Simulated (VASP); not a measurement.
# BN: structure and properties in VASP, part 4 of 4

Wanted: the relaxed cell of BN and its properties. The start is a cell from a database of measured crystal structures.

VASP 6.6.1; PBE with D3(BJ); plane waves and PAW (B, N).

So far, gap on the k-mesh (eV): step 3 (relaxing cell and atoms (PBE + D3(BJ))) 5.38; step 6 (total and projected DOS (PBE + D3(BJ))) 5.18; step 7 (electric field gradients (PBE + D3(BJ))) 5.38. The relaxed cell has a = 2.542, c = 4.205 Å (conventional setting).

The database entry behind the starting cell has ideal inner coordinates that were not refined, so it need not match the best structure at ambient conditions.

### Step 8. Dielectric tensor and Born charges (PBE + D3(BJ))

The response to a static field gives the electronic dielectric tensor and the Born charges. It needs tightly converged orbitals, hence the small EDIFF.

The input, INCAR:

```
SYSTEM = BN
PREC = Accurate
ENCUT = 520
EDIFF = 1E-08
NELM = 100
ISMEAR = 0
SIGMA = 0.01
LREAL = .FALSE.
ALGO = Normal
GGA = PE
IVDW = 12
NBANDS = 14
LORBIT = 11
LWAVE = .FALSE.
LCHARG = .FALSE.
KPAR = 4
LEPSILON = .TRUE.
```

The input, POSCAR:

```
BN
1.0
    2.5424592805      0.0000000000      0.0000000000
   -1.2712296403      2.2018343250      0.0000000000
    0.0000000000      0.0000000000      4.2045635586
B N
2 2
Direct
    0.6666666667      0.3333333333      0.0002552075
    0.3333333333      0.6666666667      0.5002552075
    0.6666666667      0.3333333333      0.3747447925
    0.3333333333      0.6666666667      0.8747447925
```

The input, KPOINTS:

```
Automatic mesh
0
Gamma
15 15 8
0 0 0
```

The projector-augmented-wave data sets are B and N (PBE family, release 64).

On the command line:

```console
> mpirun -np 4 vasp_std
```

The program printed:

```text
[... set-up lines as in an earlier step ...]
 entering main loop
       N       E                     dE             d eps       ncg     rms          rms(c)
DAV:   1     0.438131264669E+02    0.43813E+02   -0.86313E+03  3796   0.112E+03
DAV:   2    -0.342203887021E+02   -0.78034E+02   -0.72967E+02  5228   0.250E+02
DAV:   3    -0.367719625630E+02   -0.25516E+01   -0.25437E+01  5238   0.427E+01
DAV:   4    -0.367823554998E+02   -0.10393E-01   -0.10391E-01  4014   0.298E+00
DAV:   5    -0.367824351415E+02   -0.79642E-04   -0.79638E-04  5054   0.233E-01    0.952E+00
DAV:   6    -0.349980711282E+02    0.17844E+01   -0.35757E+00  4818   0.156E+01    0.455E+00
DAV:   7    -0.348556217066E+02    0.14245E+00   -0.28066E-01  4374   0.460E+00    0.275E+00
DAV:   8    -0.348268042927E+02    0.28817E-01   -0.63628E-02  4164   0.218E+00    0.244E-01
DAV:   9    -0.348257373000E+02    0.10670E-02   -0.22911E-03  5022   0.508E-01    0.130E-01
DAV:  10    -0.348259927241E+02   -0.25542E-03   -0.41706E-04  4266   0.179E-01    0.264E-02
DAV:  11    -0.348259987012E+02   -0.59771E-05   -0.53930E-05  4848   0.641E-02    0.143E-02
DAV:  12    -0.348259995741E+02   -0.87287E-06   -0.75376E-06  4794   0.267E-02    0.204E-03
DAV:  13    -0.348259996981E+02   -0.12399E-06   -0.20430E-07  4674   0.486E-03    0.863E-04
DAV:  14    -0.348259997062E+02   -0.80895E-08   -0.12963E-08  3742   0.120E-03
   1 F= -.35665894E+02 E0= -.35665894E+02  d E =-.155057E-18
 Linear response reoptimize wavefunctions to high precision
DAV:   1    -0.348259997165E+02    0.83989E+00   -0.70010E-09  4578   0.640E-04
DAV:   2    -0.348259997166E+02   -0.14779E-10   -0.59772E-11  2412   0.822E-05
 Linear response G [H, r] |phi>, progress :
  Direction:   1
       N       E                     dE             d eps       ncg     rms
RMM:   1    -0.636789998621E+02   -0.63679E+02    0.71981E+01  9009   0.772E+01
RMM:   2    -0.542727078149E+02    0.94063E+01   -0.41057E+00  6435   0.181E+01
RMM:   3    -0.543105097761E+02   -0.37802E-01   -0.29401E-02  7206   0.142E+00
RMM:   4    -0.543122039961E+02   -0.16942E-02    0.58096E-04  7611   0.190E-01
RMM:   5    -0.543123176372E+02   -0.11364E-03    0.15879E-04  7645   0.264E-02
RMM:   6    -0.543123335949E+02   -0.15958E-04    0.26357E-05  7763   0.437E-03
RMM:   7    -0.543123360429E+02   -0.24480E-05    0.24635E-06  7372   0.859E-04
RMM:   8    -0.543123364689E+02   -0.42607E-06   -0.14315E-06  5847   0.254E-04
RMM:   9    -0.543123365586E+02   -0.89664E-07   -0.71886E-06  5221   0.175E-04
RMM:  10    -0.543123365569E+02    0.16765E-08   -0.12744E-05  4984   0.163E-04
RMM:  11    -0.543123365105E+02    0.46400E-07   -0.21692E-05  4964   0.165E-04
RMM:  12    -0.543123365116E+02   -0.11119E-08   -0.16416E-05  4882   0.166E-04
 Linear response G [H, r] |phi>, progress :
  Direction:   2
       N       E                     dE             d eps       ncg     rms
RMM:   1    -0.705895409923E+02   -0.70590E+02   -0.28917E+01  8526   0.739E+01
RMM:   2    -0.640035114113E+02    0.65860E+01   -0.29864E+00  6322   0.154E+01
RMM:   3    -0.640166979137E+02   -0.13187E-01   -0.13953E-02  7207   0.114E+00
RMM:   4    -0.640177296357E+02   -0.10317E-02    0.29842E-03  7573   0.150E-01
RMM:   5    -0.640180138652E+02   -0.28423E-03    0.54994E-04  7527   0.195E-02
RMM:   6    -0.640180597363E+02   -0.45871E-04    0.10316E-04  7658   0.303E-03
RMM:   7    -0.640180673797E+02   -0.76434E-05    0.27094E-05  7000   0.573E-04
RMM:   8    -0.640180686061E+02   -0.12264E-05    0.16507E-05  5505   0.191E-04
RMM:   9    -0.640180689160E+02   -0.30993E-06    0.11145E-05  4968   0.150E-04
RMM:  10    -0.640180688790E+02    0.37035E-07    0.13362E-05  4872   0.146E-04
RMM:  11    -0.640180690509E+02   -0.17195E-06    0.17301E-05  4788   0.147E-04
RMM:  12    -0.640180690998E+02   -0.48846E-07    0.75330E-06  4582   0.148E-04
 Linear response G [H, r] |phi>, progress :
  Direction:   3
       N       E                     dE             d eps       ncg     rms
RMM:   1    -0.694668215692E+02   -0.69467E+02    0.76366E+00  8763   0.751E+01
RMM:   2    -0.590379712677E+02    0.10429E+02   -0.35639E+00  6341   0.164E+01
RMM:   3    -0.590714747905E+02   -0.33504E-01   -0.27393E-02  6898   0.128E+00
RMM:   4    -0.590726998085E+02   -0.12250E-02   -0.48365E-04  7362   0.164E-01
RMM:   5    -0.590727089502E+02   -0.91417E-05   -0.28418E-05  7322   0.220E-02
RMM:   6    -0.590727085297E+02    0.42043E-06   -0.44809E-06  7365   0.345E-03
RMM:   7    -0.590727082043E+02    0.32547E-06   -0.75906E-07  6764   0.689E-04
RMM:   8    -0.590727081525E+02    0.51827E-07   -0.19755E-07  5316   0.212E-04
RMM:   9    -0.590727081172E+02    0.35270E-07    0.71636E-07  4783   0.154E-04
RMM:  10    -0.590727081163E+02    0.87806E-09    0.48017E-06  4657   0.145E-04
RMM:  11    -0.590727081143E+02    0.20115E-08    0.27310E-06  4525   0.145E-04
RMM:  12    -0.590727081083E+02    0.59463E-08   -0.20151E-06  4371   0.145E-04
 Linear response to external field (no local field effect), progress :
  Direction:   1
       N       E                     dE             d eps       ncg     rms          rms(c)
RMM:   1    -0.199863097029E+00   -0.19986E+00   -0.57740E-01  7796   0.266E+00
RMM:   2    -0.201408832365E+00   -0.15457E-02   -0.14539E-03  6320   0.292E-01
RMM:   3    -0.201421534311E+00   -0.12702E-04   -0.12053E-05  6778   0.211E-02
RMM:   4    -0.201421742176E+00   -0.20786E-06   -0.19565E-07  6963   0.251E-03
RMM:   5    -0.201421745627E+00   -0.34515E-08   -0.32494E-09  6270   0.330E-04
 change of polarisation eV/A/(eV/A) component  1 :     0.403    -0.164    -0.047
 dielectric tensor                  component  1 :     4.097    -1.263    -0.362
 Linear response to external field (no local field effect), progress :
  Direction:   2
       N       E                     dE             d eps       ncg     rms          rms(c)
RMM:   1    -0.272269407771E+00   -0.27227E+00   -0.82690E-01  7676   0.288E+00
RMM:   2    -0.273705206357E+00   -0.14358E-02   -0.18052E-03  6320   0.303E-01
RMM:   3    -0.273719050133E+00   -0.13844E-04   -0.13626E-05  6765   0.214E-02
RMM:   4    -0.273719281838E+00   -0.23170E-06   -0.22549E-07  6924   0.249E-03
RMM:   5    -0.273719285380E+00   -0.35419E-08   -0.46203E-09  6064   0.334E-04
 change of polarisation eV/A/(eV/A) component  2 :    -0.164     0.547    -0.026
 dielectric tensor                  component  2 :    -1.263     5.209    -0.197
 Linear response to external field (no local field effect), progress :
  Direction:   3
       N       E                     dE             d eps       ncg     rms          rms(c)
RMM:   1    -0.246057028980E+00   -0.24606E+00   -0.77163E-01  7568   0.269E+00
RMM:   2    -0.247642439048E+00   -0.15854E-02   -0.17018E-03  6338   0.284E-01
RMM:   3    -0.247655501860E+00   -0.13063E-04   -0.10169E-05  6508   0.193E-02
RMM:   4    -0.247655658015E+00   -0.15616E-06   -0.17413E-07  6740   0.213E-03
RMM:   5    -0.247655661683E+00   -0.36678E-08   -0.40816E-09  5674   0.270E-04
 change of polarisation eV/A/(eV/A) component  3 :    -0.047    -0.026     0.495
 dielectric tensor                  component  3 :    -0.361    -0.196     4.808
 Linear response to external field, progress :
  Direction:   1
       N       E                     dE             d eps       ncg     rms          rms(c)
RMM:   1    -0.236095977428E+00   -0.23610E+00   -0.70244E-01 28026   0.275E+00
RMM:   2    -0.237557246942E+00   -0.14613E-02   -0.16108E-03 22950   0.295E-01    0.822E-01
RMM:   3    -0.235193638297E+00    0.23636E-02   -0.24762E-03 24208   0.360E-01    0.491E-01
RMM:   4    -0.247022096591E+00   -0.11828E-01   -0.36117E-03 24519   0.446E-01    0.609E-02
RMM:   5    -0.248537495347E+00   -0.15154E-02   -0.75231E-05 24902   0.693E-02    0.638E-03
RMM:   6    -0.248611661334E+00   -0.74166E-04   -0.84354E-07 26179   0.764E-03    0.314E-03
RMM:   7    -0.248672374864E+00   -0.60714E-04   -0.26401E-07 25362   0.497E-03    0.312E-04
RMM:   8    -0.248676063480E+00   -0.36886E-05    0.24659E-09 26346   0.374E-04    0.136E-04
RMM:   9    -0.248675599812E+00    0.46367E-06   -0.21814E-08 22384   0.278E-04    0.172E-05
RMM:  10    -0.248675683152E+00   -0.83340E-07   -0.39205E-09 15102   0.368E-05    0.484E-06
 change of polarisation eV/A/(eV/A) component  1 :     0.461    -0.016     0.000
 dielectric tensor                  component  1 :     4.542    -0.122     0.000
 Linear response to external field, progress :
  Direction:   2
       N       E                     dE             d eps       ncg     rms          rms(c)
RMM:   1    -0.236146425305E+00   -0.23615E+00   -0.70295E-01 27913   0.273E+00
RMM:   2    -0.237557592957E+00   -0.14112E-02   -0.15959E-03 22937   0.291E-01    0.822E-01
RMM:   3    -0.235194125507E+00    0.23635E-02   -0.24682E-03 24135   0.360E-01    0.491E-01
RMM:   4    -0.247021631271E+00   -0.11828E-01   -0.36115E-03 24473   0.447E-01    0.609E-02
RMM:   5    -0.248536162670E+00   -0.15145E-02   -0.75084E-05 24827   0.694E-02    0.636E-03
RMM:   6    -0.248611693458E+00   -0.75531E-04   -0.83365E-07 26097   0.766E-03    0.315E-03
RMM:   7    -0.248671816032E+00   -0.60123E-04   -0.24795E-07 25299   0.491E-03    0.282E-04
RMM:   8    -0.248675611312E+00   -0.37953E-05    0.32787E-08 26100   0.328E-04    0.107E-04
RMM:   9    -0.248675319171E+00    0.29214E-06    0.13184E-07 22287   0.272E-04    0.537E-05
RMM:  10    -0.248675670400E+00   -0.35123E-06    0.46090E-09 15897   0.461E-05    0.740E-06
 change of polarisation eV/A/(eV/A) component  2 :    -0.043     0.461    -0.000
 dielectric tensor                  component  2 :    -0.333     4.542    -0.000
 Linear response to external field, progress :
  Direction:   3
       N       E                     dE             d eps       ncg     rms          rms(c)
RMM:   1    -0.246057028980E+00   -0.24606E+00   -0.77163E-01  7568   0.269E+00
RMM:   2    -0.247642438219E+00   -0.15854E-02   -0.17018E-03  6338   0.284E-01    0.848E-01
RMM:   3    -0.245580160250E+00    0.20623E-02   -0.23071E-03  6436   0.350E-01    0.506E-01
RMM:   4    -0.258116428005E+00   -0.12536E-01   -0.34857E-03  6555   0.441E-01    0.583E-02
RMM:   5    -0.259505650370E+00   -0.13892E-02   -0.69667E-05  6617   0.666E-02    0.685E-03
RMM:   6    -0.259596731815E+00   -0.91081E-04   -0.10431E-06  6925   0.825E-03    0.320E-03
RMM:   7    -0.259646382534E+00   -0.49651E-04   -0.20410E-07  6761   0.406E-03    0.404E-04
RMM:   8    -0.259658304608E+00   -0.11922E-04   -0.10577E-08  7049   0.767E-04    0.102E-04
RMM:   9    -0.259658706794E+00   -0.40219E-06   -0.13383E-09  5963   0.221E-04    0.174E-05
RMM:  10    -0.259658671651E+00    0.35144E-07   -0.13917E-10  3939   0.380E-05    0.411E-06
 change of polarisation eV/A/(eV/A) component  3 :    -0.047    -0.026     0.481
 dielectric tensor                  component  3 :    -0.361    -0.197     4.701
 Born effective charges drift removed
```

Elapsed: 58 s, on 4 MPI ranks of Intel Xeon 6975P-C (Granite Rapids), shared host; peak memory 1.8 GiB; 3.8 min of CPU time.

Parts of OUTCAR (step 8):

```text
   k-points           NKPTS =    135   k-points in BZ     NKDIM =    135   number of bands    NBANDS=     14

   NELECT =      16.0000    total number of electrons

  Total      -0.00775    -0.00775    -0.00867     0.00000     0.00000    -0.00000
  in kB      -0.52753    -0.52753    -0.58998     0.00000     0.00000    -0.00000
  external pressure =       -0.55 kB  Pullay stress =        0.00 kB

 POSITION                                       TOTAL-FORCE (eV/Angst)
 -----------------------------------------------------------------------------------
      1.27123      0.73394      0.00107         0.000000     -0.000000     -0.000896
     -0.00000      1.46789      2.10335         0.000000     -0.000000     -0.000896
      1.27123      0.73394      1.57564        -0.000000      0.000000      0.000896
     -0.00000      1.46789      3.67792         0.000000      0.000000      0.000896
 -----------------------------------------------------------------------------------
    total drift:                               -0.000000     -0.000000     -0.000053

 Edisp (eV)   -0.83989

 Edisp (eV)   -0.83989

 MACROSCOPIC STATIC DIELECTRIC TENSOR (including local field effects in DFT)
 ------------------------------------------------------
           4.542131    -0.000000     0.000000
          -0.000000     4.542131    -0.000000
           0.000000     0.000000     4.701004
 ------------------------------------------------------

 PIEZOELECTRIC TENSOR (including local field effects)  for field in x, y, z        (C/m^2)
          XX          YY          ZZ          XY          YZ          ZX
  --------------------------------------------------------------------------------
  x    -0.00000     0.00000     0.00000    -0.00000    -0.00000     0.61467
  y     0.00000    -0.00000     0.00000    -0.00000     0.61467    -0.00000
  z     0.51207     0.51207    -1.05679    -0.00000     0.00000     0.00000

 BORN EFFECTIVE CHARGES (including local field effects) (in |e|, cummulative output)
 ---------------------------------------------------------------------------------
 ion    1
    1     1.83587    -0.00000     0.00000
    2    -0.00000     1.83587     0.00000
    3     0.00000     0.00000     1.93373
 ion    2
    1     1.83587    -0.00000    -0.00000
    2    -0.00000     1.83587    -0.00000
    3     0.00000     0.00000     1.93373
 ion    3
    1    -1.83587     0.00000     0.00000
    2     0.00000    -1.83587     0.00000
    3     0.00000     0.00000    -1.93373
 ion    4
    1    -1.83587     0.00000     0.00000
    2     0.00000    -1.83587     0.00000
    3     0.00000     0.00000    -1.93373

[... 9 parts as in an earlier step ...]

[... 1 further part left out ...]
```

Energies printed during the response cycles are not total energies of the cell.

Numbers from this step:

```yaml
irreducible_k_points: 135
fermi_energy: 7.666 eV
pressure: -0.05483 GPa
conduction_bottom_at_k: 0.3333, 0.3333, 0
least_direct_gap_at_k: 0.1333, 0, 0
gap_on_the_k_mesh: 5.18 eV
least_direct_gap_on_the_k_mesh: 8.300 eV
```

Electronic dielectric tensor with local fields:

```
4.54 0.00 0.00
0.00 4.54 0.00
0.00 0.00 4.70
```

Born effective charge (e), principal values of the symmetric part by kind of site:

| atom | atoms with these values | low | middle | high | mean |
| --- | --- | --- | --- | --- | --- |
| B1 | 2 | 1.84 | 1.84 | 1.93 | 1.87 |
| N3 | 2 | -1.93 | -1.84 | -1.84 | -1.87 |

In full for B1:

```
1.84 0.00 0.00
0.00 1.84 0.00
0.00 0.00 1.93
```

Piezoelectric tensor with clamped ions (C/m²), by row:

| field | xx | yy | zz | xy | yz | zx |
| --- | --- | --- | --- | --- | --- | --- |
| x | 0 | 0 | 0 | 0 | 0 | 0.6147 |
| y | 0 | 0 | 0 | 0 | 0.6147 | 0 |
| z | 0.5121 | 0.5121 | -1.057 | 0 | 0 | 0 |

The Born charges sum to zero; the printed set may have that rule imposed, so this is no test. The mean Born charge of N, -1.87 e, falls short of its nominal -3, as is common with covalent bonds.

### Step 9. Self-consistent run (PBE + D3(BJ)) with a changed input

A single point gives energy, forces and stress at these settings. Some settings are moved from the usual, to see what they do.

The input, INCAR:

```
SYSTEM = BN
PREC = Accurate
ENCUT = 520
EDIFF = 1E-06
NELM = 100
ISMEAR = 0
SIGMA = 0.05
LREAL = .FALSE.
ALGO = Normal
GGA = PE
IVDW = 12
NBANDS = 14
LORBIT = 11
LWAVE = .FALSE.
LCHARG = .FALSE.
KPAR = 4
ISIF = 2
```

POSCAR is that of step 8.

The input, KPOINTS:

```
Automatic mesh
0
Gamma
7 7 3
0 0 0
```

On the command line:

```console
> mpirun -np 4 vasp_std
```

The program printed:

```text
[... set-up lines as in an earlier step ...]
 entering main loop
       N       E                     dE             d eps       ncg     rms          rms(c)
DAV:   1     0.346816117485E+02    0.34682E+02   -0.85170E+03   448   0.111E+03
DAV:   2    -0.344917444354E+02   -0.69173E+02   -0.64221E+02   628   0.234E+02
DAV:   3    -0.367718634351E+02   -0.22801E+01   -0.22710E+01   634   0.402E+01
DAV:   4    -0.367807981967E+02   -0.89348E-02   -0.89345E-02   466   0.278E+00
DAV:   5    -0.367808674883E+02   -0.69292E-04   -0.69289E-04   616   0.218E-01    0.953E+00
DAV:   6    -0.349949778465E+02    0.17859E+01   -0.35779E+00   556   0.156E+01    0.456E+00
DAV:   7    -0.348524081222E+02    0.14257E+00   -0.28184E-01   532   0.462E+00    0.275E+00
DAV:   8    -0.348235932164E+02    0.28815E-01   -0.63871E-02   490   0.218E+00    0.244E-01
DAV:   9    -0.348225086624E+02    0.10846E-02   -0.23435E-03   604   0.511E-01    0.130E-01
DAV:  10    -0.348227654233E+02   -0.25676E-03   -0.41035E-04   496   0.178E-01    0.261E-02
DAV:  11    -0.348227719730E+02   -0.65497E-05   -0.52843E-05   586   0.634E-02    0.144E-02
DAV:  12    -0.348227727778E+02   -0.80485E-06   -0.75526E-06   586   0.266E-02
   1 F= -.35662667E+02 E0= -.35662667E+02  d E =-.110265E-20
```

Elapsed: 2 s, on 4 MPI ranks; peak memory 0.54 GiB; 5.4 s of CPU time.

Parts of OUTCAR (step 9):

```text
   k-points           NKPTS =     16   k-points in BZ     NKDIM =     16   number of bands    NBANDS=     14

   NELECT =      16.0000    total number of electrons

 E-fermi :   7.9288

 k-point     1 :       0.0000    0.0000    0.0000
  band No.  band energies     occupation
    ...
      4       5.4759      2.00000
      5       5.4759      2.00000
      6       7.3345      2.00000
      7       7.6110      2.00000
      8       7.6110      2.00000
      9      15.9970      0.00000
     10      15.9970      0.00000
     11      16.2470      0.00000
     12      17.1876      0.00000
     13      18.4498      0.00000
    ...

 Edisp (eV)   -0.83989

  Total      -0.00856    -0.00856    -0.00127     0.00000     0.00000     0.00000
  in kB      -0.58271    -0.58271    -0.08658     0.00000     0.00000     0.00000
  external pressure =       -0.42 kB  Pullay stress =        0.00 kB

 POSITION                                       TOTAL-FORCE (eV/Angst)
 -----------------------------------------------------------------------------------
      1.27123      0.73394      0.00107         0.000000      0.000000     -0.001167
     -0.00000      1.46789      2.10335        -0.000000     -0.000000     -0.001167
      1.27123      0.73394      1.57564         0.000000      0.000000      0.001167
     -0.00000      1.46789      3.67792        -0.000000      0.000000      0.001167
 -----------------------------------------------------------------------------------
    total drift:                               -0.000000     -0.000000     -0.000534

  FREE ENERGIE OF THE ION-ELECTRON SYSTEM (eV)
  ---------------------------------------------------
  free  energy   TOTEN  =       -35.6626672709 eV

  energy  without entropy=      -35.6626672709  energy(sigma->0) =      -35.66266727

[... 7 parts as in an earlier step ...]

[... 9 further parts left out ...]
```

The run converged, and its energy and pressure stay near those of the sound run.

Against the sound run on this cell (electric field gradients (PBE + D3(BJ))) the energy at zero smearing moves by +0.8 meV an atom and the pressure by +0.01 GPa.

Settings moved from the usual: k-mesh = 7×7×3. KPOINTS differs too.

The mesh holds 16 irreducible points against 42.

### Step 10. What came out

```yaml
relaxed_volume: 5.884 Å³/atom
relaxed_conventional_cell_a_b_c: 2.542, 2.542, 4.205 Å; angles 90.0, 90.0, 120.0°
space_group_after_relaxing_within_0p02_a: P6_3mc (No. 186)
band_gap: 5.18 eV, indirect (least direct gap of that run 8.30 eV)
gap_among_the_points_of_the_dos_mesh_alone_an_upper_bound: 5.18 eV
largest_field_gradient_vzz: 4.61 V/Å² on N3
electronic_dielectric_constant_mean: 4.60
```

In words: With PBE + D3(BJ), BN relaxes to 5.884 Å³/atom in space group P6_3mc (held by the symmetry of the run) and has an indirect gap of 5.18 eV. Against the listed cell the volume lies +0.6 % (a +0.3 %, c +0.1 %). Bands along the symmetry lines (PBE + D3(BJ)): The path shows an indirect gap of 5.18 eV (valence top at Γ, conduction bottom at K). The least direct gap is 8.30 eV. Dielectric tensor and Born charges (PBE + D3(BJ)): The principal values of the electronic dielectric tensor with local fields are 4.54, 4.54 and 4.70. Dielectric tensor and Born charges (PBE + D3(BJ)): Mean Born effective charge: B1 1.87, N3 -1.87 e. Semilocal functionals usually underestimate gaps. No search among competing phases was made, and a listed structure need not be the one stable at ambient conditions. All values are for a static lattice at zero temperature.

[Lines on the potential files, build, host, timing and source positions are cut from VASP's logs without a mark.]

[Logs are printed without paths, hosts, clocks, repeated set-up lines and the standing remarks that a program may print on its own settings, such as how far it seeks lower states.]

[Hosts, paths, dates, database ids (printed as entryN), source tags and the programs' standing remarks are cut or masked in the printed files.]

[A measured line is paired with the nearest computed mode of its activity, which favours agreement.]

[In band tables of VASP the shares of atoms and orbitals are scaled to a sum of 1 inside the atoms' spheres.]
